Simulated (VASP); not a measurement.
# CaZr (Pm-3m) in VASP: further runs

The runs below take CaZr through single point, relaxation of cell and atoms, with PBE.

All numbers are computed with VASP 6.6.1; they aren't measurements. Logs are shortened: lines on timing, memory, paths and dates and some standing lists are left out, and cuts for length are marked.

**1. The cell of the first run**

It takes space group Pm-3m (No. 221, cubic). Conventional cell: a = 3.867 Å, b = 3.867 Å, c = 3.867 Å, α = 90.00°, β = 90.00°, γ = 90.00°. Around Ca (site symmetry m-3m) lie 8 Zr at 3.35 Å. Zr (site symmetry m-3m) has 8 Ca at 3.35 Å as nearest neighbours.

The cell was built by a generator and needn't be a form met in nature.

**2. Single point, PBE (species swapped into the TaTc type (Pm-3m, No. 221))**

Input file INCAR:

```
PREC = Accurate
ENCUT = 520
EDIFF = 1E-7
ISMEAR = 0
SIGMA = 0.1
LREAL = F
LASPH = T
NELM = 80
ALGO = Fast
ISIF = 2
LWAVE = F
LCHARG = F
GGA = PE
NBANDS = 18
```

Input file KPOINTS:

```
regular mesh
0
Gamma
  14 14 14
```

Input file POSCAR:

```
CaZr
1.0
    3.8665723980      0.0000000000      0.0000000000
    0.0000000000      3.8665723980      0.0000000000
    0.0000000000      0.0000000000      3.8665723980
Ca Zr
1 1
Direct
    0.0000000000      0.0000000000      0.0000000000
    0.5000000000      0.5000000000      0.5000000000
```

Potentials or basis: VASP PAW PBE potentials, release 64 (Ca_sv, Zr_sv).

Started as:

```bash
> cat potpaw_PBE.64/Ca_sv/POTCAR potpaw_PBE.64/Zr_sv/POTCAR > POTCAR
> mpirun -np 1 vasp_std > vasp.out
```

OUTCAR:

```text
PREC = Accurate
   ENCUT = 520
   EDIFF = 1E-7
   ISMEAR = 0
   LREAL = F
   LASPH = T
   NELM = 80
   ISIF = 2
   GGA = PE

 ion  position               nearest neighbor table
   1  0.000  0.000  0.000-   2 3.35   2 3.35   2 3.35   2 3.35   2 3.35   2 3.35   2 3.35   2 3.35

   2  0.500  0.500  0.500-   1 3.35   1 3.35   1 3.35   1 3.35   1 3.35   1 3.35   1 3.35   1 3.35

  LATTYP: Found a simple cubic cell.
 ALAT       =     3.8665723980

  Lattice vectors:

 A1 = (   3.8665723980,   0.0000000000,   0.0000000000)
 A2 = (   0.0000000000,   3.8665723980,   0.0000000000)
 A3 = (   0.0000000000,   0.0000000000,   3.8665723980)

Analysis of symmetry for initial positions (statically):
=====================================================================
 Subroutine PRICEL returns:
 Original cell was already a primitive cell.

 Routine SETGRP: Setting up the symmetry group for a
 simple cubic supercell.

 Subroutine GETGRP returns: Found 48 space group operations
 (whereof 48 operations were pure point group operations)
 out of a pool of 48 trial point group operations.

The static configuration has the point symmetry O_h .

Analysis of symmetry for dynamics (positions and initial velocities):
=====================================================================
 Subroutine PRICEL returns:
 Original cell was already a primitive cell.

 Routine SETGRP: Setting up the symmetry group for a
 simple cubic supercell.

 Subroutine GETGRP returns: Found 48 space group operations
 (whereof 48 operations were pure point group operations)
 out of a pool of 48 trial point group operations.

The dynamic configuration has the point symmetry O_h .

 Subroutine INISYM returns: Found 48 space group operations
 (whereof 48 operations are pure point group operations),
 and found     1 'primitive' translations

----------------------------------------------------------------------------------------

                                     Primitive cell

  volume of cell :      57.8067

  direct lattice vectors                    reciprocal lattice vectors
     3.866572398  0.000000000  0.000000000     0.258626995  0.000000000  0.000000000
     0.000000000  3.866572398  0.000000000     0.000000000  0.258626995  0.000000000
     0.000000000  0.000000000  3.866572398     0.000000000  0.000000000  0.258626995
[... 82 lines left out ...]
   ENCUT  =  520.0 eV  38.22 Ry    6.18 a.u.   7.19  7.19  7.19*2*pi/ulx,y,z
   NELM   =     80;   NELMIN=  2; NELMDL= -5     # of ELM steps
   EDIFF  = 0.1E-06   stopping-criterion for ELM
   LREAL  =      F    real-space projection
   EDIFFG = 0.1E-05   stopping-criterion for IOM
   NSW    =      0    number of steps for IOM
   IBRION =     -1    ionic relax: 0-MD 1-quasi-New 2-CG
   NFREE  =      0    steps in history (QN), initial steepest desc. (CG)
   ISIF   =      2    stress and relaxation
   ISYM   =      2    0-nonsym 1-usesym 2-fastsym
   POTIM  = 0.5000    time-step for ionic-motion
   TEBEG  =    0.0;   TEEND  =   0.0 temperature during run
   PSTRESS=    0.0 pullay stress
   NELECT =      22.0000    total number of electrons
   NUPDOWN=      -1.0000    fix difference up-down
   EMIN   =  10.00;   EMAX   =-10.00  energy-range for DOS
   EFERMI =   0.00;   METHOD = LEGACY
   ISMEAR =     0;   SIGMA  =   0.10  broadening in eV -4-tet -1-fermi 0-gaus
   EFERMI_NEDOS =   21; number of points for ismear=-14 and -15
   IALGO  =     68    algorithm
   IMIX   =      4    mixing-type and parameters
     AMIX     =   0.40;   BMIX     =  1.00
     AMIX_MAG =   1.60;   BMIX_MAG =  1.00
  volume/ion in A,a.u.               =      28.90       195.05
  Fermi-wavevector in a.u.,A,eV,Ry     =   1.186378  2.241928 19.150086  1.407492
  Thomas-Fermi vector in A             =   2.322551
   LORBIT       =      0    0 simple, 1 ext, 2 COOP (PROOUT), +10 PAW based schemes
   GGA     = PE    functional components
   LHFCALC =     F    Hartree Fock is set to
   AEXX    =    0.0000 exact exchange contribution
   IVDW    =     0    specifies the selected vdW correction
   LEPSILON=     F    determine dielectric tensor
   LRPA    =     F    only Hartree local field effects (RPA)
 non-spin polarized calculation
 RMM-DIIS sequential band-by-band and
 Gauss-broadening in eV      SIGMA  =   0.10
  energy-cutoff  :      520.00
  volume of cell :       57.81
 maximum number of plane-waves:      1596
 NGX is ok and might be reduce to    30
   NGX = 15   NGY = 15   NGZ = 15

 number of electron      22.0000004 magnetization

 Free energy of the ion-electron system (eV)
  ---------------------------------------------------
  ext. energy  EPLUGINS =         0.00000000
  ---------------------------------------------------
  free energy    TOTEN  =        -9.21377704 eV

  energy without entropy =       -9.19897556  energy(sigma->0) =       -9.20637630

 E-fermi :   5.0345     XC(G=0):  -9.5699

 val. band max:        5.0333431998   @ k =   0.3571   0.3571   0.2143
 cond. band min:       5.0397397960   @ k =   0.4286   0.2857   0.0714
 fundamental gap:      0.0063965962
 Fermi energy:         5.0344864080

 k-point     1 :       0.0000    0.0000    0.0000
  band No.  band energies     occupation
      1     -44.2998      2.00000
      2     -35.4527      2.00000
      3     -22.2638      2.00000
      4     -22.2638      2.00000
      5     -22.2638      2.00000
      6     -16.4650      2.00000
[... 481 lines left out ...]
      5     -22.2533      2.00000
      6     -16.5456      2.00000
[... 10 lines left out ...]
     17       8.7244      0.00000
     18       9.2511      0.00000

 [... further k-points ...]

------------------------ aborting loop because EDIFF is reached ----------------------------------------

  FORCE on cell =-STRESS in cart. coord.  units (eV):
  Direction    XX          YY          ZZ          XY          YZ          ZX
  --------------------------------------------------------------------------------------
  -------------------------------------------------------------------------------------
  Total        0.0119837      0.0119837      0.0119837      0.0000000      0.0000000     -0.0000000
  in kB        0.3321421      0.3321421      0.3321421      0.0000000      0.0000000     -0.0000000
  external PRESSURE =       0.3321421 kB  Pullay stress =       0.0000000 kB

 VOLUME and BASIS-vectors are now :
 -----------------------------------------------------------------------------
  energy-cutoff  :      520.00
  volume of cell :       57.81
      direct lattice vectors                 reciprocal lattice vectors
     3.866572398  0.000000000  0.000000000     0.258626995  0.000000000  0.000000000
     0.000000000  3.866572398  0.000000000     0.000000000  0.258626995  0.000000000
     0.000000000  0.000000000  3.866572398     0.000000000  0.000000000  0.258626995

 POSITION                                       TOTAL-FORCE (eV/Angst)
 -----------------------------------------------------------------------------------
      0.00000      0.00000      0.00000         0.000000      0.000000      0.000000
      1.93329      1.93329      1.93329         0.000000      0.000000      0.000000
 -----------------------------------------------------------------------------------
    total drift:                                0.000000      0.000000      0.000000

  FREE ENERGIE OF THE ION-ELECTRON SYSTEM (eV)
  ---------------------------------------------------
  free  energy   TOTEN  =        -9.2137770358 eV

  energy  without entropy=       -9.1989755592  energy(sigma->0) =       -9.20637630
```

stdout:

```text
POSCAR found type information on POSCAR CaZr
[... 31 lines left out ...]
 num prob WARNING in EDDRMM: call to ZHEGV failed, returncode =   6  3     10
 num prob  num prob  num prob  num prob  num prob  num prob  num prob  num prob  num prob  num prob  num prob  num prob  num prob  num prob  num prob  num prob  num prob  num prob  num prob  num prob  num prob  num prob  num prob  num prob  num prob  num prob  num prob  num prob  num prob  num prob  num prob  num prob  num prob  num prob  num prob  num prob  num prob  num prob  num prob  num prob  num prob  num prob  num prob  num prob  num prob RMM:  30    -0.921377703579E+01   -0.79856E-07   -0.80915E-07  4211   0.221E-03
```

It took 3.3 min on 1 thread of Intel Xeon Platinum 8488C (Sapphire Rapids), shared host; peak memory 0.26 GiB.

What came out:

```
Free energy            : -9.2138 eV
Pressure               : 0.0 GPa
Band gap on the k mesh : none (metal or under the smearing width)
```

Levels at points of the mesh, in eV from the Fermi level:
```tsv
k point	band 9	band 10	band 11	band 12	band 13	band 14
(0.00, 0.00, 0.00)	-4.72	-1.36	-1.36	1.51	1.51	1.51
(0.50, 0.00, 0.00)	-2.44	-1.67	-0.34	0.95	0.95	1.96
(0.50, 0.50, 0.00)	-1.79	-1.76	0.28	0.28	0.88	0.88
(0.50, 0.50, 0.50)	-0.66	-0.66	-0.66	0.78	0.78	0.78
```

**3. Relaxation of cell and atoms, PBE (species swapped into the TaTc type (Pm-3m, No. 221))**

Input file INCAR:

```
ALGO = Fast
EDIFF = 1E-6
EDIFFG = -0.01
ENCUT = 600
GGA = PE
IBRION = 2
ISIF = 3
ISMEAR = 0
LASPH = T
LCHARG = F
LREAL = F
LWAVE = F
NELM = 60
NSW = 100
PREC = Accurate
SIGMA = 0.1
```

Input file KPOINTS:

```
k-points
0
Gamma
  14 14 14
```

Input file POSCAR:

```
CaZr
1.0
    3.8571445024      0.0000000000      0.0000000000
    0.0000000000      3.8571445024      0.0000000000
    0.0000000000      0.0000000000      3.8571445024
Ca Zr
1 1
Direct
    0.0000000000      0.0000000000      0.0000000000
    0.5000000000      0.5000000000      0.5000000000
```

Potentials or basis: VASP PAW PBE potentials, release 64 (Ca_sv, Zr_sv).

Started as:

```bash
> cat potpaw_PBE.64/Ca_sv/POTCAR potpaw_PBE.64/Zr_sv/POTCAR > POTCAR
> mpirun -np 1 vasp_std > vasp.out
```

Run time: 3 min. Hardware: 1 thread of Intel Xeon Platinum 8488C (Sapphire Rapids), shared host; peak memory 0.29 GiB.

Results (log left out):

| Property | Result |
| --- | --- |
| Free energy | -9.2136 eV |
| Relaxed volume | 28.97 Å³/atom |
| Relaxed cell | a = 3.869 Å, b = 3.869 Å, c = 3.869 Å, α = 90.00°, β = 90.00°, γ = 90.00° |
| Space group after relaxing (to 0.05 Å) | Pm-3m (No. 221) |
| Energy gained by relaxing | 0.3 meV/atom |
| Ionic steps | 2 |
| Pressure after relaxing | 0.0 GPa |
| Band gap on the k mesh | none (metal or under the smearing width) |

Step by step:
| step | energy change (eV) | largest force (eV/Å) | pressure (GPa) | volume (Å³) |
| --- | --- | --- | --- | --- |
| 1 | 0.0000 | 0.0000 | 0.37 | 57.38 |
| 2 | -0.0005 | 0.0000 | -0.05 | 57.93 |

Final structure:
```xyz
2
Lattice="3.8694 0.0000 0.0000 0.0000 3.8694 0.0000 0.0000 0.0000 3.8694" Properties=species:S:1:pos:R:3 pbc="T T T"
Ca    0.0000    0.0000    0.0000
Zr    1.9347    1.9347    1.9347
```

Levels at points of the mesh, in eV from the Fermi level:
| k point | band 8 | band 9 | band 10 | band 11 | band 12 | band 13 | band 14 | band 15 |
| --- | --- | --- | --- | --- | --- | --- | --- | --- |
| (0.00, 0.00, 0.00) | -21.50 | -4.72 | -1.35 | -1.35 | 1.51 | 1.51 | 1.51 | 4.04 |
| (0.50, 0.00, 0.00) | -21.50 | -2.44 | -1.67 | -0.34 | 0.95 | 0.95 | 1.96 | 3.20 |
| (0.50, 0.50, 0.00) | -21.49 | -1.79 | -1.76 | 0.28 | 0.28 | 0.87 | 0.87 | 2.98 |
| (0.50, 0.50, 0.50) | -21.59 | -0.66 | -0.66 | -0.66 | 0.78 | 0.78 | 0.78 | 2.93 |

**4. Single point, PBE (species swapped into the TaTc type (Pm-3m, No. 221))**

Input file INCAR:

```
SYSTEM = CaZr
ALGO = Normal ; EDIFF = 1E-7
ENCUT = 520 ; GGA = PE
ISIF = 2 ; ISMEAR = 0
LASPH = .True. ; LCHARG = .False.
LREAL = .False. ; LWAVE = .False.
NBANDS = 18 ; NELM = 80
PREC = Accurate ; SIGMA = 0.1
```

Input file KPOINTS:

```
k-points
0
Gamma
  6 6 6
  0 0 0
```

POSCAR is that of step 3.

Started as:

```bash
> cat potpaw_PBE.64/Ca_sv/POTCAR potpaw_PBE.64/Zr_sv/POTCAR > POTCAR
> mpirun -np 1 vasp_std > vasp.out
```

Run time: 19 s. Hardware: 1 thread of Intel Xeon Platinum 8488C (Sapphire Rapids), shared host; peak memory 0.17 GiB.

Results (log left out):

- Free energy: -9.1994 eV
- Pressure: 0.4 GPa
- Band gap on the k mesh: none (metal or under the smearing width)

Levels at points of the mesh, in eV from the Fermi level:
| k point | band 8 | band 9 | band 10 | band 11 | band 12 | band 13 | band 14 | band 15 |
| --- | --- | --- | --- | --- | --- | --- | --- | --- |
| (0.00, 0.00, 0.00) | -21.47 | -4.74 | -1.38 | -1.38 | 1.52 | 1.52 | 1.52 | 4.07 |
| (0.50, 0.00, 0.00) | -21.47 | -2.44 | -1.66 | -0.35 | 0.95 | 0.95 | 1.97 | 2.07 |
| (0.50, 0.50, 0.00) | -21.46 | -1.81 | -1.78 | 0.27 | 0.27 | 0.90 | 0.90 | 2.88 |
| (0.50, 0.50, 0.50) | -21.56 | -0.67 | -0.67 | -0.67 | 0.78 | 0.78 | 0.78 | 2.96 |

**5. Relaxation of cell and atoms, PBE (species swapped into the TaTc type (Pm-3m, No. 221))**

Input file INCAR:

```
ALGO     = Fast           # electronic algorithm
EDIFF    = 1E-6           # SCF threshold, eV
EDIFFG   = -0.04          # ionic threshold
ENCUT    = 600            # plane-wave cutoff, eV
GGA      = PE             # functional
IBRION   = 2              # ionic algorithm
ISIF     = 3              # what is computed and relaxed
ISMEAR   = 0              # smearing method
LASPH    = T              # aspherical terms in the spheres
LCHARG   = F              # write CHGCAR
LREAL    = F              # projectors in reciprocal space
LWAVE    = F              # write WAVECAR
NELM     = 60             # most SCF steps
NSW      = 90             # ionic steps
PREC     = Accurate       # precision mode
SIGMA    = 0.1            # smearing width, eV
```

Input file KPOINTS:

```
k-points
0
Gamma
  6 6 6
```

Input file POSCAR:

```
CaZr
1.0
    3.3766771100      0.0000000000      0.0000000000
    0.0000000000      3.3766771100      0.0000000000
    0.0000000000      0.0000000000      3.3766771100
Ca Zr
1 1
Direct
    0.0000000000      0.0000000000      0.0000000000
    0.5000000000      0.5000000000      0.5000000000
```

Potentials or basis: VASP PAW PBE potentials, release 64 (Ca_sv, Zr_sv).

Started as:

```bash
> cat potpaw_PBE.64/Ca_sv/POTCAR potpaw_PBE.64/Zr_sv/POTCAR > POTCAR
> mpirun -np 1 vasp_std > vasp.out
```

OUTCAR:

```text
EDIFF = 1E-6
   EDIFFG = -0.04
   ENCUT = 600
   GGA = PE
   IBRION = 2
   ISIF = 3
   ISMEAR = 0
   LASPH = T
   LREAL = F
   NELM = 60
   NSW = 90
   PREC = Accurate

 ion  position               nearest neighbor table
   1  0.000  0.000  0.000-   2 2.92   2 2.92   2 2.92   2 2.92   2 2.92   2 2.92   2 2.92   2 2.92

   2  0.500  0.500  0.500-   1 2.92   1 2.92   1 2.92   1 2.92   1 2.92   1 2.92   1 2.92   1 2.92

  LATTYP: Found a simple cubic cell.
 ALAT       =     3.3766771100

  Lattice vectors:

 A1 = (   3.3766771100,   0.0000000000,   0.0000000000)
 A2 = (   0.0000000000,   3.3766771100,   0.0000000000)
 A3 = (   0.0000000000,   0.0000000000,   3.3766771100)

Analysis of symmetry for initial positions (statically):
=====================================================================
 Subroutine PRICEL returns:
[... 583 lines left out ...]
  external PRESSURE =     -27.2036417 kB  Pullay stress =       0.0000000 kB
[... 131 lines left out ...]
--------------------------------------- Ionic step        6  -------------------------------------------

 number of electron      22.0000003 magnetization

 Free energy of the ion-electron system (eV)
  ---------------------------------------------------
  ext. energy  EPLUGINS =         0.00000000
  ---------------------------------------------------
  free energy    TOTEN  =        -9.19413643 eV

  energy without entropy =       -9.17884525  energy(sigma->0) =       -9.18649084

 E-fermi :   5.0049     XC(G=0):  -9.5554

 val. band max:        4.9622463155   @ k =   0.5000   0.5000   0.1667
 cond. band min:       5.0250997373   @ k =   0.3333   0.3333   0.0000
 fundamental gap:      0.0628534217
 Fermi energy:         5.0049157840

 k-point     1 :       0.0000    0.0000    0.0000
  band No.  band energies     occupation
      1     -44.3473      2.00000
      2     -35.4719      2.00000
      3     -22.3099      2.00000
      4     -22.3099      2.00000
      5     -22.3099      2.00000
      6     -16.4842      2.00000
      7     -16.4842      2.00000
      8     -16.4842      2.00000
      9       0.2882      2.00000
     10       3.6560      2.00000
     11       3.6560      2.00000
     12       6.5086      0.00000
     13       6.5086      0.00000
     14       6.5086      0.00000
[... 370 lines left out ...]
  FREE ENERGIE OF THE ION-ELECTRON SYSTEM (eV)
  ---------------------------------------------------
  free  energy   TOTEN  =        -9.1941364349 eV

  energy  without entropy=       -9.1788452464  energy(sigma->0) =       -9.18649084

 reached required accuracy - stopping structural energy minimisation
```

It took 3.2 min on 1 thread of Intel Xeon Platinum 8488C (Sapphire Rapids), shared host; peak memory 0.17 GiB.

What came out:

| Quantity | Value |
| --- | --- |
| Free energy | -9.1941 eV |
| Relaxed volume | 29.01 Å³/atom |
| Relaxed cell | a = 3.871 Å, b = 3.871 Å, c = 3.871 Å, α = 90.00°, β = 90.00°, γ = 90.00° |
| Space group after relaxing (to 0.05 Å) | Pm-3m (No. 221) |
| Energy gained by relaxing | 756.1 meV/atom |
| Ionic steps | 6 |
| Pressure after relaxing | 0.0 GPa |
| Band gap on the k mesh | none (metal or under the smearing width) |

The path:
```tsv
step	energy change (eV)	largest force (eV/Å)	pressure (GPa)	volume (Å³)
1	0.0000	0.0000	32.12	38.50
2	-0.9657	0.0000	-2.72	64.26
3	-1.4601	0.0000	3.93	53.50
4	-1.5088	0.0000	-0.86	59.21
5	-1.5118	0.0000	0.29	57.59
6	-1.5121	0.0000	-0.03	58.03
```

Final structure:
```
Ca Zr
1.0
     3.87144    0.00000    0.00000
     0.00000    3.87144    0.00000
     0.00000    0.00000    3.87144
Ca Zr
1 1
Direct
  0.00000 0.00000 0.00000
  0.50000 0.50000 0.50000
```

Levels at points of the mesh, in eV from the Fermi level:
| k point | band 7 | band 8 | band 9 | band 10 | band 11 | band 12 | band 13 | band 14 | band 15 |
| --- | --- | --- | --- | --- | --- | --- | --- | --- | --- |
| (0.00, 0.00, 0.00) | -21.49 | -21.49 | -4.72 | -1.35 | -1.35 | 1.50 | 1.50 | 1.50 | 4.05 |
| (0.50, 0.00, 0.00) | -21.49 | -21.49 | -2.44 | -1.67 | -0.34 | 0.94 | 0.94 | 1.98 | 2.04 |
| (0.50, 0.50, 0.00) | -21.57 | -21.48 | -1.79 | -1.76 | 0.28 | 0.28 | 0.87 | 0.87 | 2.97 |
| (0.50, 0.50, 0.50) | -21.58 | -21.58 | -0.66 | -0.66 | -0.66 | 0.78 | 0.78 | 0.78 | 2.92 |

Caveat: the volume moved by over 15 % at a fixed basis, so the end points are rough.

**6. Summary**

```csv
task,cell,k mesh,cutoff (eV),gap on the mesh (eV),pressure (GPa),relaxed volume (Å³/atom)
single point,"species swapped into the TaTc type (Pm-3m, No. 221)",14 × 14 × 14,520,none,0.0,-
relaxation of cell and atoms,"relaxed from: species swapped into the TaTc type (Pm-3m, No. 221)",14 × 14 × 14,600,none,0.0,28.97
single point,"species swapped into the TaTc type (Pm-3m, No. 221)",6 × 6 × 6,520,none,0.4,-
relaxation of cell and atoms,"relaxed from: species swapped into the TaTc type (Pm-3m, No. 221)",6 × 6 × 6,600,none,0.0,29.01
```

Alike in all rows: level PBE; potentials or basis VASP PAW PBE potentials, release 64 (Ca_sv, Zr_sv); no spin polarisation; smearing gaussian 0.1 eV.

Caveats: the volume moved by over 15 % at a fixed basis, so the end points are rough (some runs).

Absolute energies hang on the potentials; compare differences alone.
